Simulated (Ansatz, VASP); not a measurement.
# WC (Qusongite): VASP beside Ansatz

One calculation is typed for both programs; each brings its own data sets. How far apart do they land? The cell is taken from a series of runs on this material, whose earlier steps may have relaxed, scaled, displaced or heated it; both programs get it as it stands.

Program: Ansatz 0.2.0. Level of theory: plane waves, with VASP 6.6.1 beside it; PBE with D3(BJ). Results are calculated unless marked as measured.

## (1) The structure

Symmetry: P-6m2, No. 187, hexagonal system. Conventional cell: a = 2.902 Å, b = 2.902 Å, c = 2.833 Å, α = 90.00°, β = 90.00°, γ = 120.00°. W has 6 C at 2.19 Å nearest. Nearest to C lie 6 W at 2.19 Å. Farther neighbours are not listed.

## (2) VASP: zone-centre phonons, PBE with D3(BJ)

Second derivatives magnify differences that forces hide, and they need a tight electronic threshold.

Lines of VASP's logs that name or quote its potential files are left out, and so is its time.

INCAR reads:

```
SYSTEM = WC
PREC = Accurate
ENCUT = 600
EDIFF = 1E-08
NELM = 120
ISMEAR = 1
SIGMA = 0.2
LREAL = .FALSE.
ALGO = Normal
GGA = PE
IVDW = 12
NBANDS = 11
LASPH = .TRUE.
LORBIT = 11
LWAVE = .FALSE.
LCHARG = .FALSE.
ISIF = 2
IBRION = 6
NFREE = 2
POTIM = 0.015
NSW = 1
GGA_COMPAT = .FALSE.
KPAR = 2
```

POSCAR reads:

```
WC
1.0
    2.9019116564      0.0000000000      0.0000000000
   -1.4509558282      2.5131292140      0.0000000000
    0.0000000000      0.0000000000      2.8328288076
W C
1 1
Direct
    0.0000000000      0.0000000000      0.0000000000
    0.6666666667      0.3333333333      0.5000000000
```

KPOINTS reads:

```
Automatic mesh
0
Gamma
18 18 16
0 0 0
```

The projector-augmented-wave data sets are W and C (PBE family, release 64).

On the command line:

```console
$ mpirun -np 2 vasp_std
```

Numbers of over 12 decimals in the logs are rounded to 6 here.

Log:

```text
[banner, memory and clock lines left out]
running    2 mpi-ranks, on    1 nodes
 distrk:  each k-point on    1 cores,    2 groups
 distr:  one band on    1 cores,    1 groups

 POSCAR found type information on POSCAR W C
 POSCAR found :  2 types and       2 ions
 LDA part: xc-table for (Slater+PW92), standard interpolation
 POSCAR, INCAR and KPOINTS ok, starting setup
 FFT: planning ... GRIDC
 FFT: planning ... GRID_SOFT
 FFT: planning ... GRID
 WAVECAR not read
 entering main loop
       N       E                     dE             d eps       ncg     rms          rms(c)
DAV:   1     0.287119146837E+02    0.28712E+02   -0.54441E+03  7326   0.925E+02
DAV:   2    -0.234936052291E+02   -0.52206E+02   -0.49644E+02  8380   0.214E+02
DAV:   3    -0.256693305965E+02   -0.21757E+01   -0.21479E+01  9156   0.365E+01
DAV:   4    -0.256854728803E+02   -0.16142E-01   -0.16136E-01  7943   0.358E+00
DAV:   5    -0.256855444839E+02   -0.71604E-04   -0.71602E-04  8997   0.238E-01    0.341E+01
DAV:   6    -0.226267906964E+02    0.30588E+01   -0.13904E+01  8673   0.228E+01    0.110E+01
DAV:   7    -0.225598238449E+02    0.66967E-01   -0.67205E-01  7527   0.648E+00    0.822E+00
DAV:   8    -0.225219464472E+02    0.37877E-01   -0.10417E-01  8087   0.244E+00    0.220E+00
DAV:   9    -0.225158067458E+02    0.61397E-02   -0.15050E-02  7962   0.796E-01    0.102E-01
DAV:  10    -0.225157823067E+02    0.24439E-04   -0.83892E-04  8441   0.251E-01    0.185E-01
DAV:  11    -0.225157725375E+02    0.97692E-05   -0.75731E-05  8728   0.619E-02    0.649E-03
DAV:  12    -0.225157695679E+02    0.29696E-05   -0.37272E-06  8220   0.136E-02    0.128E-02
DAV:  13    -0.225157697013E+02   -0.13335E-06   -0.37858E-07  9129   0.607E-03    0.110E-03
DAV:  14    -0.225157696538E+02    0.47494E-07   -0.10854E-08  5020   0.915E-04    0.121E-03
DAV:  15    -0.225157696923E+02   -0.38556E-07   -0.45926E-09  4107   0.625E-04    0.206E-04
DAV:  16    -0.225157696951E+02   -0.27769E-08   -0.36049E-10  3804   0.172E-04
   1 F= -.23443688E+02 E0= -.23443632E+02  d E =-.168787E-03
[... from here on, the cycles between the ionic steps are left out ...]
   2 F= -.23441884E+02 E0= -.23441845E+02  d E =-.118327E-03
   3 F= -.23441884E+02 E0= -.23441845E+02  d E =-.118354E-03
   4 F= -.23442028E+02 E0= -.23441968E+02  d E =-.179732E-03
   5 F= -.23442028E+02 E0= -.23441968E+02  d E =-.179739E-03
   6 F= -.23441884E+02 E0= -.23441844E+02  d E =-.118345E-03
   7 F= -.23441884E+02 E0= -.23441844E+02  d E =-.118336E-03
   8 F= -.23442028E+02 E0= -.23441968E+02  d E =-.179728E-03
 Finite differences progress:
  Degree of freedom:   4/  4
  Displacement:        1/  2
  Total:               7/  8
 bond charge predicted
       N       E                     dE             d eps       ncg     rms          rms(c)
DAV:   1    -0.225162938294E+02   -0.21857E-02   -0.13262E+00 11677   0.724E+00    0.282E-01
DAV:   2    -0.225146532098E+02    0.16406E-02   -0.10349E-02 12703   0.941E-01    0.143E-01
DAV:   3    -0.225140974818E+02    0.55573E-03   -0.21347E-03 12606   0.319E-01    0.304E-02
DAV:   4    -0.225141085686E+02   -0.11087E-04   -0.13790E-04 12783   0.882E-02    0.212E-02
DAV:   5    -0.225141080974E+02    0.47121E-06   -0.27477E-06 12964   0.138E-02    0.171E-03
DAV:   6    -0.225141080945E+02    0.29346E-08   -0.14424E-07 13349   0.285E-03    0.649E-04
DAV:   7    -0.225141080940E+02    0.45134E-09   -0.36751E-09  7006   0.556E-04
   9 F= -.23442028E+02 E0= -.23441968E+02  d E =-.179723E-03
 Finite differences progress:
  Degree of freedom:   4/  4
  Displacement:        2/  2
  Total:               8/  8
```

From OUTCAR (step 2):

```text
ion  position               nearest neighbor table
   1  0.000  0.000  0.000-   2 2.19   2 2.19   2 2.19   2 2.19   2 2.19   2 2.19
   2  0.667  0.333  0.500-   1 2.19   1 2.19   1 2.19   1 2.19   1 2.19   1 2.19

  LATTYP: Found a hexagonal cell.
 ALAT       =     2.9019116564
 C/A-ratio  =     0.9761940207

 Subroutine GETGRP returns: Found 12 space group operations
 (whereof 12 operations were pure point group operations)

The static configuration has the point symmetry D_3h.

 Found    333 irreducible k-points:

   k-points           NKPTS =    333   k-points in BZ     NKDIM =    333   number of bands    NBANDS=     11

   dimension x,y,z NGX =    24 NGY =   24 NGZ =   24
   dimension x,y,z NGXF=    48 NGYF=   48 NGZF=   48

   ENCUT  =  600.0 eV  44.10 Ry    6.64 a.u.   5.80  5.80  5.66*2*pi/ulx,y,z

   NELECT =      10.0000    total number of electrons

 k-points in reciprocal lattice and weights: Automatic mesh
   0.00000000  0.00000000  0.00000000       0.000
   0.05555556  0.00000000  0.00000000       0.001
   0.11111111  0.00000000  0.00000000       0.001
   0.16666667 -0.00000000  0.00000000       0.001
   0.22222222 -0.00000000  0.00000000       0.001
   0.27777778 -0.00000000  0.00000000       0.001
   0.33333333  0.00000000  0.00000000       0.001
   0.38888889  0.00000000  0.00000000       0.001
   0.44444444 -0.00000000  0.00000000       0.001
[...]
0.33333333  0.27777778  0.50000000       0.002
   0.33333333  0.33333333  0.50000000       0.000

 Edisp (eV)   -0.92792

 average (electrostatic) potential at core
       1 -37.2507       2 -46.0512

 E-fermi :   8.3559

 k-point     1 :       0.0000    0.0000    0.0000
  band No.  band energies     occupation
      1      -6.1078      2.00000
      2       4.0202      2.00000
      3       5.0125      2.00000
      4       5.0125      2.00000
      5       8.5006      0.06425
      6      11.5702     -0.00000
      7      11.5702     -0.00000
      8      14.0383      0.00000
      9      14.0383      0.00000
    ...

 k-point     2 :       0.0556    0.0000    0.0000
  band No.  band energies     occupation
      1      -6.0296      2.00000
      2       4.0508      2.00000
      3       4.8931      2.00000
      4       5.0895      2.00000
      5       8.2351      1.84328
      6      11.5405     -0.00000
      7      11.8623     -0.00000
      8      13.8661      0.00000
      9      13.9801      0.00000
     10      15.1789      0.00000
    ...

 k-point     3 :       0.1111    0.0000    0.0000
  band No.  band energies     occupation
      1      -5.8003      2.00000
      2       4.0260      2.00000
      3       4.6920      2.00000
      4       5.3146      2.00000
      5       7.6446      2.00001
      6      11.4563     -0.00000
      7      12.5195      0.00000
      8      13.4239      0.00000
      9      13.8212      0.00000
     10      15.8352      0.00000
    ...

 Edisp (eV)   -0.92792

  Total      -0.13172    -0.13172    -0.09194     0.00000     0.00000     0.00000
  in kB     -10.21523   -10.21523    -7.13037     0.00000     0.00000     0.00000
  external pressure =       -9.19 kB  Pullay stress =        0.00 kB

  energy-cutoff  :      600.00
  volume of cell :       20.66
      direct lattice vectors                 reciprocal lattice vectors
     2.901911656  0.000000000  0.000000000     0.344600428  0.198955150  0.000000000
    -1.450955828  2.513129214  0.000000000     0.000000000  0.397910300  0.000000000
     0.000000000  0.000000000  2.832828808     0.000000000  0.000000000  0.353004035

 POSITION                                       TOTAL-FORCE (eV/Angst)
 -----------------------------------------------------------------------------------
      0.00000      0.00000      0.00000        -0.000000     -0.000000     -0.221497
      1.45096      0.83771      1.40141         0.000000      0.000000      0.221497
 -----------------------------------------------------------------------------------
    total drift:                               -0.000000      0.000000     -0.000141

  FREE ENERGIE OF THE ION-ELECTRON SYSTEM (eV)
  ---------------------------------------------------
  free  energy   TOTEN  =       -23.4420283893 eV

  energy  without entropy=      -23.4418486666  energy(sigma->0) =      -23.44196848

 Eigenvectors and eigenvalues of the dynamical matrix
 ----------------------------------------------------

   1 f  =   18.641237 THz   117.126346 2PiTHz  621.804731 cm-1    77.093926 meV
             X         Y         Z           dx          dy          dz
      0.000000  0.000000  0.000000    -0.000003   -0.247631    0.000000
      1.450956  0.837710  1.416414     0.000010    0.968854    0.000000

   2 f  =   18.641237 THz   117.126346 2PiTHz  621.804731 cm-1    77.093926 meV
             X         Y         Z           dx          dy          dz
      0.000000  0.000000  0.000000    -0.247631    0.000003    0.000000
      1.450956  0.837710  1.416414     0.968854   -0.000010    0.000000

   3 f  =   17.890869 THz   112.411645 2PiTHz  596.775153 cm-1    73.990656 meV
             X         Y         Z           dx          dy          dz
      0.000000  0.000000  0.000000    -0.000000    0.000000   -0.247657
      1.450956  0.837710  1.416414     0.000000   -0.000000    0.968848

   4 f/i=    0.000117 THz     0.000738 2PiTHz    0.003916 cm-1     0.000485 meV
             X         Y         Z           dx          dy          dz
      0.000000  0.000000  0.000000    -0.966683    0.064833    0.000000
      1.450956  0.837710  1.416414    -0.247076    0.016571    0.000000

   5 f/i=    0.000117 THz     0.000738 2PiTHz    0.003916 cm-1     0.000485 meV
             X         Y         Z           dx          dy          dz
      0.000000  0.000000  0.000000     0.064833    0.966683    0.000000
      1.450956  0.837710  1.416414     0.016571    0.247076    0.000000

   6 f/i=    0.000373 THz     0.002346 2PiTHz    0.012453 cm-1     0.001544 meV
             X         Y         Z           dx          dy          dz
      0.000000  0.000000  0.000000    -0.000000   -0.000000    0.968848
      1.450956  0.837710  1.416414    -0.000000   -0.000000    0.247657

 ELASTIC MODULI CONTR FROM IONIC RELAXATION (kBar)
 Direction    XX          YY          ZZ          XY          YZ          ZX
 --------------------------------------------------------------------------------
 XX        -197.3033    197.3033      0.0000      0.0000      0.0000      0.0000
 YY         197.3033   -197.3033      0.0000     -0.0000      0.0000      0.0000
 ZZ           0.0000      0.0000      0.0000      0.0000      0.0000      0.0000
 XY           0.0000     -0.0000      0.0000   -197.3033      0.0000      0.0000
 YZ           0.0000      0.0000      0.0000      0.0000      0.0000      0.0000
 ZX           0.0000      0.0000      0.0000      0.0000      0.0000      0.0000
 --------------------------------------------------------------------------------

 total charge
# of ion       s       p       d       tot
------------------------------------------
    1        0.632   0.891   4.363   5.886
    2        0.855   1.574   0.000   2.429
--------------------------------------------------
tot          1.486   2.465   4.363   8.315

[... 3 further parts left out ...]
```

CONTCAR:

```
WC
   1.00000000000000
     2.9019116563999998    0.0000000000000000    0.0000000000000000
    -1.4509558281999999    2.5131292140000001    0.0000000000000000
     0.0000000000000000    0.0000000000000000    2.8328288075999999
  W               C
     1     1
Direct
     0.0000000000000000    0.0000000000000000    0.0000000000000000
     0.6666666667000031    0.3333333332999971    0.4947049394726016
```

The last energy, forces, stress and levels in OUTCAR belong to the last displaced cell, not to the cell of POSCAR. The data set W keeps the semicore shell frozen, which is cheaper and a little less accurate.

Levels, forces or a CONTCAR printed for this step are those of its last displaced cell, not of the structure at rest.

(Part 1 of 2 ends here.)

[Lines on the potential files, build, host, timing and source positions are cut from VASP's logs without a mark.]

[Logs are printed without paths, hosts, clocks, repeated set-up lines and the standing remarks that a program may print on its own settings, such as how far it seeks lower states.]

[Hosts, paths, dates, database ids (printed as entryN), source tags and the programs' standing remarks are cut or masked in the printed files.]
